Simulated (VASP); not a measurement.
# YNb (Fm-3m) in VASP: reference runs

How does YNb come out in PBE? The cell is run as given and disturbed.

Everything below comes from runs of VASP 6.6.1. Logs are shortened: lines on timing, memory, paths and dates and some standing lists are left out, and cuts for length are marked.

**1. Starting point**

Symmetry: Fm-3m, No. 225, cubic system. The conventional cell has a = 5.915 Å, b = 5.915 Å, c = 5.915 Å, α = 90.00°, β = 90.00°, γ = 90.00°. Around Y (site symmetry m-3m) lie 6 Nb at 2.96 Å. Nb (site symmetry m-3m) has 6 Y at 2.96 Å as nearest neighbours.

The cell was built by a generator and needn't be a form met in nature.

**2. Single point, PBE**

Contents of INCAR:

```
PREC = Accurate ; ENCUT = 520
EDIFF = 1E-7 ; ISMEAR = -1
SIGMA = 0.05 ; LREAL = F
LASPH = T ; NELM = 80
ALGO = Normal ; ISIF = 2
LWAVE = F ; LCHARG = F
GGA = PE ; NBANDS = 19
```

Contents of KPOINTS:

```
Automatic mesh
0
Gamma
  8 8 8
```

Contents of POSCAR:

```
YNb
1.0
    0.0000000000      2.9577400000      2.9577400000
    2.9577400000      0.0000000000      2.9577400000
    2.9577400000      2.9577400000      0.0000000000
Y Nb
1 1
Direct
    0.5000000000      0.5000000000      0.5000000000
    0.0000000000      0.0000000000      0.0000000000
```

Potentials or basis: VASP PAW PBE potentials, release 64 (Y_sv, Nb_sv).

The run is started by

```bash
cat potpaw_PBE.64/Y_sv/POTCAR potpaw_PBE.64/Nb_sv/POTCAR > POTCAR
mpirun -np 1 vasp_std > vasp.out
```

OUTCAR:

```text
PREC = Accurate
   ENCUT = 520
   EDIFF = 1E-7
   ISMEAR = -1
   LREAL = F
   LASPH = T
   NELM = 80
   ISIF = 2
   GGA = PE

 ion  position               nearest neighbor table
   1  0.500  0.500  0.500-   2 2.96   2 2.96   2 2.96   2 2.96   2 2.96   2 2.96
   2  0.000  0.000  0.000-   1 2.96   1 2.96   1 2.96   1 2.96   1 2.96   1 2.96

  LATTYP: Found a face centered cubic cell.
 ALAT       =     5.9154800000

  Lattice vectors:

 A1 = (   0.0000000000,   2.9577400000,   2.9577400000)
 A2 = (   2.9577400000,   0.0000000000,   2.9577400000)
 A3 = (   2.9577400000,   2.9577400000,   0.0000000000)

Analysis of symmetry for initial positions (statically):
=====================================================================
 Subroutine PRICEL returns:
 Original cell was already a primitive cell.

 Routine SETGRP: Setting up the symmetry group for a
 face centered cubic supercell.

 Subroutine GETGRP returns: Found 48 space group operations
 (whereof 48 operations were pure point group operations)
 out of a pool of 48 trial point group operations.

The static configuration has the point symmetry O_h .

Analysis of symmetry for dynamics (positions and initial velocities):
=====================================================================
 Subroutine PRICEL returns:
 Original cell was already a primitive cell.

 Routine SETGRP: Setting up the symmetry group for a
 face centered cubic supercell.

 Subroutine GETGRP returns: Found 48 space group operations
 (whereof 48 operations were pure point group operations)
 out of a pool of 48 trial point group operations.

The dynamic configuration has the point symmetry O_h .

 Subroutine INISYM returns: Found 48 space group operations
 (whereof 48 operations are pure point group operations),
 and found     1 'primitive' translations

----------------------------------------------------------------------------------------

                                     Primitive cell

  volume of cell :      51.7500

  direct lattice vectors                    reciprocal lattice vectors
     0.000000000  2.957740000  2.957740000    -0.169047989  0.169047989  0.169047989
     2.957740000  0.000000000  2.957740000     0.169047989 -0.169047989  0.169047989
     2.957740000  2.957740000  0.000000000     0.169047989  0.169047989 -0.169047989

  length of vectors
     4.182876022  4.182876022  4.182876022     0.292799706  0.292799706  0.292799706

  position of ions in fractional coordinates (direct lattice)
     0.500000000  0.500000000  0.500000000
     0.000000000  0.000000000  0.000000000

  ion indices of the primitive-cell ions
   primitive index   ion index
                 1           1
                 2           2

----------------------------------------------------------------------------------------

 KPOINTS: Automatic mesh

Automatic generation of k-mesh.
 Grid dimensions read from file:
 generate k-points for:    8    8    8

 Generating k-lattice:

  Cartesian coordinates                     Fractional coordinates (reciprocal lattice)
    -0.021130999  0.021130999  0.021130999     0.125000000  0.000000000  0.000000000
     0.021130999 -0.021130999  0.021130999     0.000000000  0.125000000  0.000000000
     0.021130999  0.021130999 -0.021130999     0.000000000  0.000000000  0.125000000

  Length of vectors
     0.036599963  0.036599963  0.036599963

  Shift w.r.t. Gamma in fractional coordinates (k-lattice)
     0.000000000  0.000000000  0.000000000

 Subroutine IBZKPT returns following result:
 ===========================================

 Found     29 irreducible k-points:

 Following reciprocal coordinates:
            Coordinates               Weight
  0.000000  0.000000  0.000000      1.000000
  0.125000  0.000000  0.000000      8.000000
  0.250000  0.000000  0.000000      8.000000
  0.375000  0.000000  0.000000      8.000000
  0.500000  0.000000  0.000000      4.000000
  0.125000  0.125000  0.000000      6.000000
[... 16 lines left out ...]
  0.500000  0.250000  0.125000     48.000000
 -0.375000  0.250000  0.125000     24.000000
 [... further k-points ...]
   k-points           NKPTS =     29   k-points in BZ     NKDIM =     29   number of bands    NBANDS=     19
   number of dos      NEDOS =    301   number of ions     NIONS =      2
   total plane-waves  NPLWV =  32768
   dimension x,y,z NGX =    32 NGY =   32 NGZ =   32
   dimension x,y,z NGXF=    64 NGYF=   64 NGZF=   64
   ions per type =               1   1
   NGX,Y,Z   is equivalent  to a cutoff of  12.72, 12.72, 12.72 a.u.
   NGXF,Y,Z  is equivalent  to a cutoff of  25.44, 25.44, 25.44 a.u.
 SYSTEM =  unknown system
   PREC   = accura    normal or accurate (medium, high low for compatibility)
   ISTART =      0    job   : 0-new  1-cont  2-samecut
   ICHARG =      2    charge: 1-file 2-atom 10-const
   ISPIN  =      1    spin polarized calculation?
   LNONCOLLINEAR =      F non collinear calculations
   LSORBIT =      F    spin-orbit coupling
   LASPH  =      T    aspherical Exc in radial PAW
   ENCUT  =  520.0 eV  38.22 Ry    6.18 a.u.   7.78  7.78  7.78*2*pi/ulx,y,z
   NELM   =     80;   NELMIN=  2; NELMDL= -5     # of ELM steps
   EDIFF  = 0.1E-06   stopping-criterion for ELM
   LREAL  =      F    real-space projection
   EDIFFG = 0.1E-05   stopping-criterion for IOM
   NSW    =      0    number of steps for IOM
   IBRION =     -1    ionic relax: 0-MD 1-quasi-New 2-CG
   NFREE  =      0    steps in history (QN), initial steepest desc. (CG)
   ISIF   =      2    stress and relaxation
   ISYM   =      2    0-nonsym 1-usesym 2-fastsym
   POTIM  = 0.5000    time-step for ionic-motion
   TEBEG  =    0.0;   TEEND  =   0.0 temperature during run
   PSTRESS=    0.0 pullay stress
   NELECT =      24.0000    total number of electrons
   NUPDOWN=      -1.0000    fix difference up-down
   EMIN   =  10.00;   EMAX   =-10.00  energy-range for DOS
   EFERMI =   0.00;   METHOD = LEGACY
   ISMEAR =    -1;   SIGMA  =   0.05  broadening in eV -4-tet -1-fermi 0-gaus
   EFERMI_NEDOS =   21; number of points for ismear=-14 and -15
   IALGO  =     38    algorithm
   IMIX   =      4    mixing-type and parameters
     AMIX     =   0.40;   BMIX     =  1.00
     AMIX_MAG =   1.60;   BMIX_MAG =  1.00
  volume/ion in A,a.u.               =      25.87       174.61
  Fermi-wavevector in a.u.,A,eV,Ry     =   1.267191  2.394643 21.847852  1.605772
  Thomas-Fermi vector in A             =   2.400352
   LORBIT       =      0    0 simple, 1 ext, 2 COOP (PROOUT), +10 PAW based schemes
   GGA     = PE    functional components
   LHFCALC =     F    Hartree Fock is set to
   AEXX    =    0.0000 exact exchange contribution
   IVDW    =     0    specifies the selected vdW correction
   LEPSILON=     F    determine dielectric tensor
   LRPA    =     F    only Hartree local field effects (RPA)
 non-spin polarized calculation
  energy-cutoff  :      520.00
  volume of cell :       51.75
 maximum number of plane-waves:      1411
   NGX = 15   NGY = 15   NGZ = 15

 number of electron      24.0000000 magnetization

 Free energy of the ion-electron system (eV)
  ---------------------------------------------------
  ext. energy  EPLUGINS =         0.00000000
  ---------------------------------------------------
  free energy    TOTEN  =       -13.98254689 eV

  energy without entropy =      -13.95022476  energy(sigma->0) =      -13.96638583

 E-fermi :   5.4327     XC(G=0): -10.4464

 val. band max:        5.4153069261   @ k =   0.5000   0.1250   0.0000
 cond. band min:       5.4375307668   @ k =   0.2500   0.2500   0.0000
 fundamental gap:      0.0222238407
 Fermi energy:         5.4326937822

 k-point     1 :       0.0000    0.0000    0.0000
  band No.  band energies     occupation
      1     -49.1821      2.00000
      2     -36.1792      2.00000
      3     -25.2876      2.00000
      4     -25.2876      2.00000
      5     -25.2876      2.00000
      6     -16.1987      2.00000
[... 11 lines left out ...]
     18      12.1136      0.00000
     19      13.2365      0.00000

 k-point     2 :       0.1250    0.0000    0.0000
  band No.  band energies     occupation
      1     -49.1817      2.00000
      2     -36.1790      2.00000
      3     -25.2895      2.00000
      4     -25.2876      2.00000
      5     -25.2876      2.00000
      6     -16.2243      2.00000
[... 11 lines left out ...]
     18      12.1432      0.00000
     19      12.1439      0.00000

 k-point     3 :       0.2500    0.0000    0.0000
  band No.  band energies     occupation
      1     -49.1806      2.00000
      2     -36.1788      2.00000
      3     -25.2939      2.00000
      4     -25.2875      2.00000
      5     -25.2875      2.00000
      6     -16.2853      2.00000
[... 11 lines left out ...]
     18      10.8134      0.00000
     19      10.8134      0.00000

 k-point     4 :       0.3750    0.0000    0.0000
  band No.  band energies     occupation
      1     -49.1796      2.00000
      2     -36.1785      2.00000
      3     -25.2984      2.00000
      4     -25.2873      2.00000
      5     -25.2873      2.00000
      6     -16.3451      2.00000
[... 11 lines left out ...]
     18       9.8739      0.00000
     19       9.8739      0.00000

 k-point     5 :       0.5000    0.0000    0.0000
  band No.  band energies     occupation
      1     -49.1792      2.00000
      2     -36.1785      2.00000
      3     -25.3003      2.00000
      4     -25.2873      2.00000
      5     -25.2873      2.00000
      6     -16.3695      2.00000
[... 11 lines left out ...]
     18       9.4408      0.00000
     19       9.4408      0.00000
[... 334 lines left out ...]
      2     -36.1709      2.00000
      3     -25.3368      2.00000
      4     -25.3083      2.00000
      5     -25.3083      2.00000
      6     -16.2891      2.00000
[... 11 lines left out ...]
     18      10.4105      0.00000
     19      10.4105      0.00000

 k-point    22 :       0.3750    0.2500    0.1250
  band No.  band energies     occupation
      1     -49.1799      2.00000
      2     -36.1772      2.00000
      3     -25.3014      2.00000
      4     -25.2958      2.00000
      5     -25.2896      2.00000
      6     -16.3125      2.00000
[... 11 lines left out ...]
     18      10.6566      0.00000
     19      11.0725      0.00000

 k-point    23 :       0.5000    0.2500    0.1250
  band No.  band energies     occupation
      1     -49.1791      2.00000
      2     -36.1761      2.00000
      3     -25.3078      2.00000
      4     -25.3018      2.00000
      5     -25.2900      2.00000
      6     -16.3284      2.00000
[... 11 lines left out ...]
     18      10.0415      0.00000
     19      10.2048      0.00000

 k-point    24 :      -0.3750    0.2500    0.1250
  band No.  band energies     occupation
      1     -49.1788      2.00000
      2     -36.1756      2.00000
      3     -25.3102      2.00000
      4     -25.3049      2.00000
      5     -25.2898      2.00000
      6     -16.3320      2.00000
[... 11 lines left out ...]
     18       9.8005      0.00000
     19      10.2605      0.00000

 [... further k-points ...]

------------------------ aborting loop because EDIFF is reached ----------------------------------------

  FORCE on cell =-STRESS in cart. coord.  units (eV):
  Direction    XX          YY          ZZ          XY          YZ          ZX
  --------------------------------------------------------------------------------------
  -------------------------------------------------------------------------------------
  Total       -0.0238407     -0.0238407     -0.0238407     -0.0000000      0.0000000      0.0000000
  in kB       -0.7381063     -0.7381063     -0.7381063     -0.0000000      0.0000000      0.0000000
  external PRESSURE =      -0.7381063 kB  Pullay stress =       0.0000000 kB

 VOLUME and BASIS-vectors are now :
 -----------------------------------------------------------------------------
  energy-cutoff  :      520.00
  volume of cell :       51.75
      direct lattice vectors                 reciprocal lattice vectors
     0.000000000  2.957740000  2.957740000    -0.169047989  0.169047989  0.169047989
     2.957740000  0.000000000  2.957740000     0.169047989 -0.169047989  0.169047989
     2.957740000  2.957740000  0.000000000     0.169047989  0.169047989 -0.169047989

 POSITION                                       TOTAL-FORCE (eV/Angst)
 -----------------------------------------------------------------------------------
      2.95774      2.95774      2.95774        -0.000000      0.000000     -0.000000
      0.00000      0.00000      0.00000         0.000000     -0.000000      0.000000
 -----------------------------------------------------------------------------------
    total drift:                                0.000000     -0.000000     -0.000000

  FREE ENERGIE OF THE ION-ELECTRON SYSTEM (eV)
  ---------------------------------------------------
  free  energy   TOTEN  =       -13.9825468906 eV

  energy  without entropy=      -13.9502247616  energy(sigma->0) =      -13.96638583
```

Run time: 29 s. Hardware: 1 thread of Intel Xeon Platinum 8259CL at 2.50GHz (Skylake/Cascade Lake), shared host; peak memory 0.2 GiB.

Results:

* Free energy: -13.9825 eV
* Pressure: -0.1 GPa
* Band gap on the k mesh: none (metal or under the smearing width)

Levels at points of the mesh, in eV from the Fermi level:
| k point | band 9 | band 10 | band 11 | band 12 | band 13 | band 14 | band 15 | band 16 |
| --- | --- | --- | --- | --- | --- | --- | --- | --- |
| (0.00, 0.00, 0.00) | -4.74 | -1.42 | -1.42 | -1.29 | -1.29 | -1.29 | 5.69 | 5.69 |
| (0.50, 0.00, 0.00) | -1.74 | -1.52 | 0.21 | 0.21 | 1.25 | 1.25 | 1.67 | 1.67 |
| (0.50, 0.50, 0.00) | -2.65 | -1.82 | -0.68 | -0.18 | 0.62 | 1.54 | 1.54 | 4.67 |

**3. Single point, PBE (atoms moved at random, drawn with an rms of 0.05 Å)**

Contents of INCAR:

```
  PREC = Accurate
  ENCUT = 520
  EDIFF = 1E-7
  ISMEAR = -1
  SIGMA = 0.05
  LREAL = F
  LASPH = T
  NELM = 80
  ALGO = Normal
  ISIF = 2
  LWAVE = F
  LCHARG = T
  GGA = PE
  LELF = T
  LVHAR = T
  NBANDS = 19
```

KPOINTS is that of step 2.

Contents of POSCAR:

```
YNb
1.0
    0.0000000000      2.9577400000      2.9577400000
    2.9577400000      0.0000000000      2.9577400000
    2.9577400000      2.9577400000      0.0000000000
Y Nb
1 1
Direct
    0.5005700000      0.4926180000      0.5058610000
    0.0036250000      0.0014120000     -0.0009080000
```

Potentials or basis: VASP PAW PBE potentials, release 64 (Y_sv, Nb_sv).

The run is started by

```bash
cat potpaw_PBE.64/Y_sv/POTCAR potpaw_PBE.64/Nb_sv/POTCAR > POTCAR
mpirun -np 1 vasp_std > vasp.out
```

It took 3.8 min on 1 thread of Intel Xeon Platinum 8259CL at 2.50GHz (Skylake/Cascade Lake), shared host; peak memory 0.41 GiB.

It converged, with:

| Item | Value |
| --- | --- |
| Free energy | -13.9785 eV |
| Pressure | -0.1 GPa |
| Largest force | 0.216 eV/Å |
| Band gap on the k mesh | none (metal or under the smearing width) |

Forces on the atoms (eV/Å):
```
Y    0.035 -0.064  0.204
Nb  -0.035  0.064 -0.204
```

Stress tensor (GPa, compression positive):
```
-0.11  0.01 -0.02
 0.01 -0.11  0.04
-0.02  0.04 -0.02
```

Levels at points of the mesh, in eV from the Fermi level:
```csv
k point,band 9,band 10,band 11,band 12,band 13,band 14,band 15,band 16
"(0.00, 0.00, 0.00)",-4.74,-1.42,-1.42,-1.29,-1.29,-1.28,5.67,5.69
"(0.50, 0.00, 0.00)",-1.74,-1.52,0.20,0.21,1.24,1.24,1.66,1.67
"(0.00, 0.50, 0.00)",-1.74,-1.52,0.20,0.21,1.23,1.23,1.68,1.68
"(0.00, 0.00, 0.50)",-1.74,-1.52,0.20,0.21,1.24,1.24,1.67,1.68
"(0.50, 0.50, 0.50)",-1.74,-1.52,0.20,0.21,1.24,1.24,1.66,1.67
"(0.50, 0.50, 0.00)",-2.65,-1.82,-0.68,-0.19,0.63,1.54,1.54,4.66
"(0.00, 0.50, 0.50)",-2.65,-1.82,-0.68,-0.18,0.62,1.54,1.54,4.66
"(0.50, 0.00, 0.50)",-2.65,-1.82,-0.68,-0.18,0.62,1.54,1.54,4.66
```
